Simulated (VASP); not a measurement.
# A VASP study of SiC (Moissanite 3C) (r2SCAN): structure first, properties next, part 4 of 6

Aim: relax SiC (Moissanite 3C) with r2SCAN, compute its properties on that cell and hold them against experiment. The start is a cell from a database of measured crystal structures.

VASP 6.6.1, plane waves and PAW; the level of theory is named at each step.

So far, gap on the k-mesh (eV): step 2 (full relaxation (r2SCAN)) 1.88; step 5 (density of states (r2SCAN)) 1.80; step 7 (volume scan with r2SCAN) 1.84.

### 8. Volume scan with r2SCAN (run 2)

Level of this step: r2SCAN; plane waves and PAW (Si, C) (VASP).

The input, INCAR:

```
SYSTEM = SiC
PREC = Accurate
ENCUT = 520
EDIFF = 1E-06
NELM = 100
ISMEAR = 0
SIGMA = 0.05
LREAL = .FALSE.
ALGO = Normal
METAGGA = R2SCAN
LASPH = .TRUE.
NBANDS = 10
LORBIT = 11
LWAVE = .FALSE.
LCHARG = .FALSE.
KPAR = 2
ISIF = 2
```

The input, POSCAR:

```
SiC
1.0
    0.0000000000      2.1481414154      2.1481414154
    2.1481414154      0.0000000000      2.1481414154
    2.1481414154      2.1481414154      0.0000000000
Si C
1 1
Direct
    0.0000000000      0.0000000000      0.0000000000
    0.2500000000      0.2500000000      0.2500000000
```

The input, KPOINTS:

```
Automatic mesh
0
Gamma
9 9 9
0 0 0
```

PAW data sets: Si and C (PBE family, release 64).

On the command line:

```bash
mpirun -np 2 vasp_std
```

Log:

```text
[... set-up lines as in an earlier step ...]
 entering main loop
       N       E                     dE             d eps       ncg     rms          rms(c)
DAV:   1     0.571491340944E+00    0.57149E+00   -0.41928E+03   748   0.695E+02
DAV:   2    -0.216989114712E+02   -0.22270E+02   -0.21270E+02   904   0.119E+02
DAV:   3    -0.223779289545E+02   -0.67902E+00   -0.67772E+00   826   0.179E+01
DAV:   4    -0.223805150239E+02   -0.25861E-02   -0.25860E-02   792   0.138E+00
DAV:   5    -0.223805256400E+02   -0.10616E-04   -0.10616E-04   836   0.868E-02    0.967E+00
DAV:   6    -0.192715570700E+02    0.31090E+01   -0.52708E+00   754   0.120E+01    0.540E+00
DAV:   7    -0.192905838679E+02   -0.19027E-01   -0.56840E-01   894   0.472E+00    0.257E+00
DAV:   8    -0.193009772686E+02   -0.10393E-01   -0.20529E-02   714   0.122E+00    0.212E-01
DAV:   9    -0.193013291897E+02   -0.35192E-03   -0.35005E-04   910   0.186E-01    0.149E-01
DAV:  10    -0.193014046300E+02   -0.75440E-04   -0.67713E-05   726   0.844E-02    0.129E-02
DAV:  11    -0.193014044845E+02    0.14553E-06   -0.63435E-07   822   0.622E-03
   1 F= -.19301404E+02 E0= -.19301404E+02  d E =-.468114E-17
```

Run time: 5 s. Hardware: 2 MPI ranks of Intel Xeon 6975P-C (Granite Rapids), shared host; peak memory 0.26 GiB; 9.2 s of CPU time.

From OUTCAR (step 8):

```text
   ENCUT  =  520.0 eV  38.22 Ry    6.18 a.u.   5.65  5.65  5.65*2*pi/ulx,y,z

   NELECT =       8.0000    total number of electrons

 E-fermi :   8.7448

 k-point     1 :       0.0000    0.0000    0.0000
  band No.  band energies     occupation
      1      -8.0570      2.00000
      2       8.4671      2.00000
      3       8.4671      2.00000
      4       8.4671      2.00000
      5      15.8421      0.00000
      6      16.6422      0.00000
      7      16.6422      0.00000
      8      16.6422      0.00000
      9      23.9432      0.00000
    ...

  Total        1.2414880      1.2414880      1.2414880     -0.0000000      0.0000000      0.0000000
  in kB      100.3308519    100.3308519    100.3308519     -0.0000000      0.0000000      0.0000000
  external PRESSURE =     100.3308519 kB  Pullay stress =       0.0000000 kB

 POSITION                                       TOTAL-FORCE (eV/Angst)
 -----------------------------------------------------------------------------------
      0.00000      0.00000      0.00000         0.000000      0.000000      0.000000
      1.07407      1.07407      1.07407        -0.000000     -0.000000     -0.000000
 -----------------------------------------------------------------------------------
    total drift:                               -0.000001     -0.000001     -0.000001

  FREE ENERGIE OF THE ION-ELECTRON SYSTEM (eV)
  ---------------------------------------------------
  free  energy   TOTEN  =       -19.3014044845 eV

  energy  without entropy=      -19.3014044845  energy(sigma->0) =      -19.30140448

[... 4 parts as in an earlier step ...]

[... 12 further parts left out ...]
```

Numbers from this step:

- free energy (TOTEN): -19.30 eV
- Fermi energy: 8.745 eV
- pressure: 10.03 GPa
- gap on the k-mesh: 1.856 eV
- least direct gap on the k-mesh: 5.202 eV

The pressure falls from 15.83 to 10.03 GPa.

The run ends at a pressure of 10.03 GPa.

### 9. Volume scan with r2SCAN (run 3)

INCAR is that of step 8.

The input, POSCAR:

```
SiC
1.0
    0.0000000000      2.1629566520      2.1629566520
    2.1629566520      0.0000000000      2.1629566520
    2.1629566520      2.1629566520      0.0000000000
Si C
1 1
Direct
    0.0000000000      0.0000000000      0.0000000000
    0.2500000000      0.2500000000      0.2500000000
```

KPOINTS is that of step 8.

On the command line:

```bash
mpirun -np 2 vasp_std
```

Log:

```text
[... set-up lines as in an earlier step ...]
 entering main loop
       N       E                     dE             d eps       ncg     rms          rms(c)
DAV:   1    -0.769495656735E+00   -0.76950E+00   -0.41100E+03   700   0.690E+02
DAV:   2    -0.217456000408E+02   -0.20976E+02   -0.20027E+02   922   0.116E+02
DAV:   3    -0.223575167874E+02   -0.61192E+00   -0.61064E+00   842   0.173E+01
DAV:   4    -0.223597141661E+02   -0.21974E-02   -0.21972E-02   786   0.132E+00
[...]
DAV:   9    -0.193204552001E+02   -0.33468E-03   -0.33012E-04   940   0.182E-01    0.141E-01
DAV:  10    -0.193205352656E+02   -0.80065E-04   -0.70018E-05   726   0.851E-02    0.129E-02
DAV:  11    -0.193205347861E+02    0.47950E-06   -0.55377E-07   802   0.617E-03
   1 F= -.19320535E+02 E0= -.19320535E+02  d E =-.174404E-16
```

The job ended after 5 s (2 MPI ranks; peak memory 0.25 GiB).

Parts of OUTCAR (step 9):

```text
  Total        0.6029482      0.6029482      0.6029482      0.0000000     -0.0000000      0.0000000
  in kB       47.7328287     47.7328287     47.7328287      0.0000000     -0.0000000      0.0000000
  external PRESSURE =      47.7328287 kB  Pullay stress =       0.0000000 kB

 POSITION                                       TOTAL-FORCE (eV/Angst)
 -----------------------------------------------------------------------------------
      0.00000      0.00000      0.00000        -0.000000      0.000000      0.000000
      1.08148      1.08148      1.08148         0.000000     -0.000000     -0.000000
 -----------------------------------------------------------------------------------
    total drift:                               -0.000001     -0.000001     -0.000001

  FREE ENERGIE OF THE ION-ELECTRON SYSTEM (eV)
  ---------------------------------------------------
  free  energy   TOTEN  =       -19.3205347861 eV

  energy  without entropy=      -19.3205347861  energy(sigma->0) =      -19.32053479

[... 1 part as in an earlier step ...]

[... 2 further parts left out ...]
[key lines of the parts left out:]
E-fermi :   8.5035
```

The pressure falls from 10.03 to 4.77 GPa.

The run ends at a pressure of 4.77 GPa.

### 10. Volume scan with r2SCAN (run 4)

INCAR is that of step 9.

The input, POSCAR:

```
SiC
1.0
    0.0000000000      2.1775716673      2.1775716673
    2.1775716673      0.0000000000      2.1775716673
    2.1775716673      2.1775716673      0.0000000000
Si C
1 1
Direct
    0.0000000000      0.0000000000      0.0000000000
    0.2500000000      0.2500000000      0.2500000000
```

KPOINTS is that of step 9.

On the command line:

```bash
mpirun -np 2 vasp_std
```

Log:

```text
[... set-up lines as in an earlier step ...]
 entering main loop
       N       E                     dE             d eps       ncg     rms          rms(c)
[... 10 cycles as in an earlier step ...]
DAV:  11    -0.193267331420E+02    0.80315E-06   -0.70287E-07   796   0.675E-03
   1 F= -.19326733E+02 E0= -.19326733E+02  d E =-.576863E-16
```

Elapsed: 5 s, on 2 MPI ranks; peak memory 0.25 GiB; 9 s of CPU time.

From OUTCAR (step 10):

```text
  Total        0.0004751      0.0004751      0.0004751     -0.0000000      0.0000000      0.0000000
  in kB        0.0368600      0.0368600      0.0368600     -0.0000000      0.0000000      0.0000000
  external PRESSURE =       0.0368600 kB  Pullay stress =       0.0000000 kB

  FREE ENERGIE OF THE ION-ELECTRON SYSTEM (eV)
  ---------------------------------------------------
  free  energy   TOTEN  =       -19.3267331420 eV

  energy  without entropy=      -19.3267331420  energy(sigma->0) =      -19.32673314

[... 3 parts as in an earlier step ...]

[... 1 further part left out ...]
[key lines of the parts left out:]
E-fermi :   8.2706
```

The pressure falls from 4.77 to 0.00 GPa.

The run ends at a pressure of 0.00 GPa.

### 11. Volume scan with r2SCAN (run 5)

INCAR is that of step 10.

The input, POSCAR:

```
SiC
1.0
    0.0000000000      2.1919930920      2.1919930920
    2.1919930920      0.0000000000      2.1919930920
    2.1919930920      2.1919930920      0.0000000000
Si C
1 1
Direct
    0.0000000000      0.0000000000      0.0000000000
    0.2500000000      0.2500000000      0.2500000000
```

KPOINTS is that of step 10.

On the command line:

```bash
mpirun -np 2 vasp_std
```

Log:

```text
[... set-up lines as in an earlier step ...]
 entering main loop
       N       E                     dE             d eps       ncg     rms          rms(c)
DAV:   1    -0.484028715952E+00   -0.48403E+00   -0.41848E+03   708   0.707E+02
DAV:   2    -0.216706986071E+02   -0.21187E+02   -0.20563E+02   958   0.118E+02
DAV:   3    -0.222849808333E+02   -0.61428E+00   -0.61326E+00   820   0.177E+01
DAV:   4    -0.222875099742E+02   -0.25291E-02   -0.25290E-02   806   0.143E+00
[...]
DAV:  10    -0.193212160777E+02   -0.86341E-04   -0.72968E-05   720   0.846E-02    0.114E-02
DAV:  11    -0.193212150248E+02    0.10529E-05   -0.11109E-06   782   0.796E-03    0.450E-03
DAV:  12    -0.193212151945E+02   -0.16977E-06   -0.10850E-07   366   0.333E-03
   1 F= -.19321215E+02 E0= -.19321215E+02  d E =-.169991E-15
```

Run time: 5.4 s. Hardware: 2 MPI ranks; peak memory 0.25 GiB; 9.8 s of CPU time.

OUTCAR, selected parts (step 11):

```text
  Total       -0.5685011     -0.5685011     -0.5685011     -0.0000000     -0.0000000      0.0000000
  in kB      -43.2408606    -43.2408606    -43.2408606     -0.0000000     -0.0000000      0.0000000
  external PRESSURE =     -43.2408606 kB  Pullay stress =       0.0000000 kB

 POSITION                                       TOTAL-FORCE (eV/Angst)
 -----------------------------------------------------------------------------------
      0.00000      0.00000      0.00000        -0.000000     -0.000000     -0.000000
      1.09600      1.09600      1.09600         0.000000      0.000000      0.000000
 -----------------------------------------------------------------------------------
    total drift:                               -0.000001     -0.000001     -0.000001

  FREE ENERGIE OF THE ION-ELECTRON SYSTEM (eV)
  ---------------------------------------------------
  free  energy   TOTEN  =       -19.3212151945 eV

  energy  without entropy=      -19.3212151945  energy(sigma->0) =      -19.32121519

[... 1 part as in an earlier step ...]

[... 2 further parts left out ...]
[key lines of the parts left out:]
E-fermi :   8.0457
```

The pressure falls from 0.00 to -4.32 GPa.

The run ends at a pressure of -4.32 GPa.

### 12. Volume scan with r2SCAN (run 6)

INCAR is that of step 11.

The input, POSCAR:

```
SiC
1.0
    0.0000000000      2.2062272122      2.2062272122
    2.2062272122      0.0000000000      2.2062272122
    2.2062272122      2.2062272122      0.0000000000
Si C
1 1
Direct
    0.0000000000      0.0000000000      0.0000000000
    0.2500000000      0.2500000000      0.2500000000
```

KPOINTS is that of step 11.

On the command line:

```bash
mpirun -np 2 vasp_std
```

Log:

```text
[... set-up lines as in an earlier step ...]
 entering main loop
       N       E                     dE             d eps       ncg     rms          rms(c)
DAV:   1    -0.155108993523E+00   -0.15511E+00   -0.41858E+03   716   0.701E+02
DAV:   2    -0.216594250657E+02   -0.21504E+02   -0.20718E+02   962   0.119E+02
DAV:   3    -0.222359239710E+02   -0.57650E+00   -0.57577E+00   846   0.169E+01
DAV:   4    -0.222381188833E+02   -0.21949E-02   -0.21947E-02   842   0.131E+00
[...]
DAV:  10    -0.193050813078E+02   -0.87833E-04   -0.74052E-05   720   0.840E-02    0.104E-02
DAV:  11    -0.193050801321E+02    0.11757E-05   -0.17220E-06   828   0.941E-03    0.437E-03
DAV:  12    -0.193050802650E+02   -0.13294E-06   -0.97148E-08   366   0.310E-03
   1 F= -.19305080E+02 E0= -.19305080E+02  d E =-.457524E-15
```

It took 5.4 s on 2 MPI ranks; peak memory 0.25 GiB; 9.8 s of CPU time.

From OUTCAR (step 12):

```text
  Total       -1.1058362     -1.1058362     -1.1058362      0.0000000      0.0000000      0.0000000
  in kB      -82.4936814    -82.4936814    -82.4936814      0.0000000      0.0000000      0.0000000
  external PRESSURE =     -82.4936814 kB  Pullay stress =       0.0000000 kB

 POSITION                                       TOTAL-FORCE (eV/Angst)
 -----------------------------------------------------------------------------------
      0.00000      0.00000      0.00000         0.000000      0.000000     -0.000000
      1.10311      1.10311      1.10311        -0.000000     -0.000000      0.000000
 -----------------------------------------------------------------------------------
    total drift:                               -0.000000     -0.000000     -0.000000

  FREE ENERGIE OF THE ION-ELECTRON SYSTEM (eV)
  ---------------------------------------------------
  free  energy   TOTEN  =       -19.3050802650 eV

  energy  without entropy=      -19.3050802650  energy(sigma->0) =      -19.30508027

[... 1 part as in an earlier step ...]

[... 2 further parts left out ...]
[key lines of the parts left out:]
E-fermi :   7.8283
```

The pressure falls from -4.32 to -8.25 GPa.

The run ends at a pressure of -8.25 GPa.

### 13. Volume scan with r2SCAN (run 7)

A prediction first. A parabola through the 6 pressures of evenly scaled cells so far, P = 0.00 -227.7 t +453 t² GPa with t = ln(V/V₁) and V₁ the volume at scale 1, gives -11.74 GPa at t = +0.0583.

INCAR is that of step 12.

The input, POSCAR:

```
SiC
1.0
    0.0000000000      2.2202799937      2.2202799937
    2.2202799937      0.0000000000      2.2202799937
    2.2202799937      2.2202799937      0.0000000000
Si C
1 1
Direct
    0.0000000000      0.0000000000      0.0000000000
    0.2500000000      0.2500000000      0.2500000000
```

KPOINTS is that of step 12.

On the command line:

```bash
mpirun -np 2 vasp_std
```

Log:

```text
[... set-up lines as in an earlier step ...]
 entering main loop
       N       E                     dE             d eps       ncg     rms          rms(c)
DAV:   1    -0.178734309511E+01   -0.17873E+01   -0.41350E+03   732   0.690E+02
DAV:   2    -0.215601077627E+02   -0.19773E+02   -0.18484E+02   968   0.108E+02
DAV:   3    -0.221781227463E+02   -0.61801E+00   -0.61660E+00   816   0.168E+01
DAV:   4    -0.221810262210E+02   -0.29035E-02   -0.29033E-02   806   0.143E+00
[...]
DAV:  10    -0.192792870344E+02   -0.88847E-04   -0.75613E-05   724   0.836E-02    0.953E-03
DAV:  11    -0.192792858640E+02    0.11705E-05   -0.26132E-06   834   0.111E-02    0.416E-03
DAV:  12    -0.192792859452E+02   -0.81191E-07   -0.10728E-07   364   0.317E-03
   1 F= -.19279286E+02 E0= -.19279286E+02  d E =-.113725E-14
```

The job ended after 5.4 s (2 MPI ranks; peak memory 0.25 GiB; 9.8 s of CPU time).

From OUTCAR (step 13):

```text
  Total       -1.6131019     -1.6131019     -1.6131019     -0.0000000     -0.0000000      0.0000000
  in kB     -118.0644504   -118.0644504   -118.0644504     -0.0000000     -0.0000000      0.0000000
  external PRESSURE =    -118.0644504 kB  Pullay stress =       0.0000000 kB

 POSITION                                       TOTAL-FORCE (eV/Angst)
 -----------------------------------------------------------------------------------
      0.00000      0.00000      0.00000        -0.000000     -0.000000     -0.000000
      1.11014      1.11014      1.11014         0.000000      0.000000      0.000000
 -----------------------------------------------------------------------------------
    total drift:                               -0.000000     -0.000000     -0.000000

  FREE ENERGIE OF THE ION-ELECTRON SYSTEM (eV)
  ---------------------------------------------------
  free  energy   TOTEN  =       -19.2792859452 eV

  energy  without entropy=      -19.2792859452  energy(sigma->0) =      -19.27928595

[... 1 part as in an earlier step ...]

[... 2 further parts left out ...]
[key lines of the parts left out:]
E-fermi :   7.6181
```

The pressure falls from -8.25 to -11.81 GPa. The parabola predicted -11.74 GPa, +0.07 GPa off.

### 14. Comparing the runs

Times are for 2 MPI ranks of Intel Xeon 6975P-C (Granite Rapids), shared host. The series side by side:

```
no.  volume scale  energy above the lowest point (meV/atom)  pressure (GPa)  gap on the k-mesh (eV)   time  memory (GiB)
  1          0.94                                     29.34           15.83                   1.845    5 s          0.25
  2          0.96                                     12.66           10.03                   1.856    5 s          0.26
  3          0.98                                       3.1           4.773                   1.867    5 s          0.25
  4             1                                         0        0.003686                   1.876    5 s          0.25
  5          1.02                                      2.76          -4.324                   1.885  5.4 s          0.25
  6          1.04                                     10.83          -8.249                   1.893  5.4 s          0.25
  7          1.06                                     23.72          -11.81                   1.901  5.4 s          0.25
```

### 15. Fit for r2SCAN

This step: Birch-Murnaghan fit, r2SCAN; plane waves and PAW (VASP 6.6.1).

This step runs nothing: it gathers the runs above.

This step gave:

```yaml
pressure_derivative_of_the_bulk_modulus: 3.864
r_m_s_error_of_the_fit: 2.08e-6 eV/atom
minimum_inside_the_sampled_range: yes
bulk_modulus: 226.8 GPa
equilibrium_volume_of_the_fit: 10.33 Å³/atom
```

The energy above the fitted minimum by volume:

```
volume (Å³/atom)  energy above the fitted minimum (eV/atom)
           9.706                                     0.0293
           9.913                                     0.0127
          10.119                                    0.00310
          10.326                                    -2.7e-7
          10.532                                    0.00276
          10.739                                     0.0108
          10.945                                     0.0237
```

The fitted volume lies +0.03 % from the relaxed one.

(Continued in part 5 of 6.)

[Lines on the potential files, build, host, timing and source positions are cut from VASP's logs without a mark.]

[Logs are printed without paths, hosts, clocks, repeated set-up lines and the standing remarks that a program may print on its own settings, such as how far it seeks lower states.]

[Hosts, paths, dates, database ids (printed as entryN), source tags and the programs' standing remarks are cut or masked in the printed files.]

[A measured line is paired with the nearest computed mode of its activity, which favours agreement.]
